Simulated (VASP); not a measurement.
All values below come from RPBE GGA, VASP's PBE PAW potentials (set 64) (plane waves; VASP 6.6.1).

The input files of a VASP run:

File POSCAR:
```
MoSi2
1
   -1.6149791398     1.6149791398     3.9514959176
    1.6149791398    -1.6149791398     3.9514959176
    1.6149791398     1.6149791398    -3.9514959176
Si Mo
2 1
Direct
  0.6649941620   0.6649941620   0.0000000000
  0.3350058380   0.3350058380   0.0000000000
  0.0000000000   0.0000000000   0.0000000000
```

**INCAR**
```
SYSTEM=MoSi2
PREC=Accurate; ENCUT=520; LREAL=.FALSE.
LASPH=.TRUE.
EDIFF=1E-7; NELM=100; ALGO=Normal
LMAXMIX=4
ISMEAR=-5
GGA=RP
ISIF=2
LWAVE=.FALSE.; LCHARG=.TRUE.; LORBIT=11
NEDOS=601
LEFG=.TRUE.
```

KPOINTS:
```
Automatic mesh
0
Gamma
15 15 15
0 0 0
```

POTCAR, in this order: Si Mo_sv (PBE.64 set). Program: vasp_std.

### Question
What does the run give for the energy per atom (σ→0), band gap (on the k-mesh)?

### Answer

- energy per atom (σ→0) = -7.360 eV/atom
- band gap (on the k-mesh) = none (metal, semimetal or under 0.01 eV)

**OSZICAR**
```
...
DAV:   8    -0.220816125237E+02    0.33937E-01   -0.12377E-01 10257   0.300E+00    0.439E-01
DAV:   9    -0.220811020613E+02    0.51046E-03   -0.23020E-03 10796   0.453E-01    0.270E-01
DAV:  10    -0.220811139603E+02   -0.11899E-04   -0.79263E-04 10509   0.264E-01    0.629E-02
DAV:  11    -0.220810826951E+02    0.31265E-04   -0.31640E-04 10306   0.141E-01    0.406E-02
DAV:  12    -0.220810841381E+02   -0.14431E-05   -0.28798E-05  9903   0.393E-02    0.993E-03
DAV:  13    -0.220810837897E+02    0.34840E-06   -0.10286E-06 11223   0.682E-03    0.134E-03
DAV:  14    -0.220810837664E+02    0.23371E-07   -0.67168E-08  5734   0.181E-03
   1 F= -.22081084E+02 E0= -.22081084E+02  d E =0.000000E+00
```

The compound is MoSi2 in the MoSi2 type structure. It was relaxed first.
